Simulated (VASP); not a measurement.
All values below come from PBEsol GGA, VASP's PBE PAW potentials (set 64) (plane waves; VASP 6.6.1).

VASP input:

POSCAR:
```
LaIn
1
    3.8749980000     0.0000000000     0.0000000000
    0.0000000000     3.8749980000     0.0000000000
    0.0000000000     0.0000000000     3.8749980000
La In
1 1
Direct
  0.5028000000   0.4972370000   0.5045960000
 -0.0028000000   0.0027630000  -0.0045960000
```

**INCAR**
```
ISMEAR = -1   # Fermi-Dirac
LREAL = F   # projection in real space or not
LMAXMIX = 6
ISIF = 2   # forces and stress, cell fixed
ALGO = Normal
LASPH = T   # aspherical one-centre terms
NELM = 100   # most electronic steps
ENCUT = 300   # plane-wave cut-off (eV)
PREC = Accurate
EDIFF = 1E-6
GGA = PS   # PBEsol
SIGMA = 0.1   # width (eV)
LWAVE = F
SYSTEM = LaIn
LCHARG = F
```

**KPOINTS**
```
Automatic mesh
0
Gamma
6 6 6
0 0 0
```

POTCAR, in this order: La In_d (PBE.64 set). Program: vasp_std.

The resulting files:

OUTCAR:
```
 ion  position               nearest neighbor table
   1  0.503  0.497  0.505-   2 3.31   2 3.34   2 3.34   2 3.35   2 3.36   2 3.38   2 3.38   2 3.40
  LATTYP: Found a simple cubic cell.
 ALAT       =     3.8749980000
 Subroutine PRICEL returns:
 Original cell was already a primitive cell.
 Subroutine GETGRP returns: Found  1 space group operations
The static configuration has the point symmetry C_1 .
The dynamic configuration has the point symmetry C_1 .
 Subroutine INISYM returns: Found  1 space group operations
 Subroutine IBZKPT returns following result:
 Found    112 irreducible k-points:

 Following reciprocal coordinates:
            Coordinates               Weight
  0.000000  0.000000  0.000000      1.000000
  0.166667  0.000000  0.000000      2.000000
  0.000000  0.166667  0.000000      2.000000
  0.000000  0.000000  0.166667      2.000000
  0.333333  0.000000  0.000000      2.000000
  0.000000  0.333333  0.000000      2.000000
  0.000000  0.000000  0.333333      2.000000
  0.500000  0.000000  0.000000      1.000000
  0.000000  0.500000  0.000000      1.000000
  0.000000  0.000000  0.500000      1.000000
...
```

File OSZICAR:
```
       N       E                     dE             d eps       ncg     rms          rms(c)
DAV:   1     0.190661819078E+03    0.19066E+03   -0.73508E+03  3624   0.143E+03
DAV:   2     0.148185026810E+02   -0.17584E+03   -0.17451E+03  4352   0.339E+02
DAV:   3    -0.789581460860E+01   -0.22714E+02   -0.22259E+02  5904   0.148E+02
DAV:   4    -0.940105688771E+01   -0.15052E+01   -0.14671E+01  6688   0.278E+01
DAV:   5    -0.953785033132E+01   -0.13679E+00   -0.13647E+00  5064   0.650E+00    0.404E+00
DAV:   6    -0.942009624325E+01    0.11775E+00   -0.59340E-01  6840   0.106E+01    0.172E+00
DAV:   7    -0.939553974314E+01    0.24557E-01   -0.50431E-02  5112   0.312E+00    0.687E-01
DAV:   8    -0.939074169001E+01    0.47981E-02   -0.11539E-02  6440   0.117E+00    0.105E-01
DAV:   9    -0.939076983893E+01   -0.28149E-04   -0.45096E-04  5536   0.194E-01    0.515E-02
DAV:  10    -0.939082886931E+01   -0.59030E-04   -0.21085E-04  6448   0.107E-01    0.206E-02
DAV:  11    -0.939083889360E+01   -0.10024E-04   -0.40787E-05  5768   0.492E-02    0.124E-02
DAV:  12    -0.939084375961E+01   -0.48660E-05   -0.27607E-05  6168   0.358E-02    0.387E-03
DAV:  13    -0.939084422236E+01   -0.46275E-06   -0.37146E-06  6232   0.103E-02
   1 F= -.93908442E+01 E0= -.93676388E+01  d E =-.464108E-01
```

**OUTCAR**
```
------------------------ aborting loop because EDIFF is reached ----------------------------------------
  FORCE on cell =-STRESS in cart. coord.  units (eV):
  Direction    XX          YY          ZZ          XY          YZ          ZX
  --------------------------------------------------------------------------------------
  Total        0.2272513      0.2273939      0.2246555     -0.0040321     -0.0066504      0.0067317
  in kB        6.2575238      6.2614515      6.1860472     -0.1110266     -0.1831224      0.1853627
  external PRESSURE =       6.2350075 kB  Pullay stress =       0.0000000 kB
  volume of cell :       58.19
      direct lattice vectors                 reciprocal lattice vectors
     3.874998000  0.000000000  0.000000000     0.258064649  0.000000000  0.000000000
     0.000000000  3.874998000  0.000000000     0.000000000  0.258064649  0.000000000
     0.000000000  0.000000000  3.874998000     0.000000000  0.000000000  0.258064649
 POSITION                                       TOTAL-FORCE (eV/Angst)
 -----------------------------------------------------------------------------------
      1.94835      1.92679      1.95531        -0.057407      0.056650     -0.094026
      3.86415      0.01071      3.85719         0.057407     -0.056650      0.094026
 -----------------------------------------------------------------------------------
    total drift:                                0.000379     -0.000373      0.000260
  FREE ENERGIE OF THE ION-ELECTRON SYSTEM (eV)
  ---------------------------------------------------
  free  energy   TOTEN  =        -9.3908442224 eV

  energy  without entropy=       -9.3444334452  energy(sigma->0) =       -9.36763883
```
(Selected blocks of OUTCAR.)

At this cut-off the stress carries a Pulay error, which pulls relaxed volumes low.

The structure comes from a computed database's LaIn entry; how it stands against other phases isn't given here. The cell was not relaxed at this level, and its volume differs by -5.9 % from the start's.
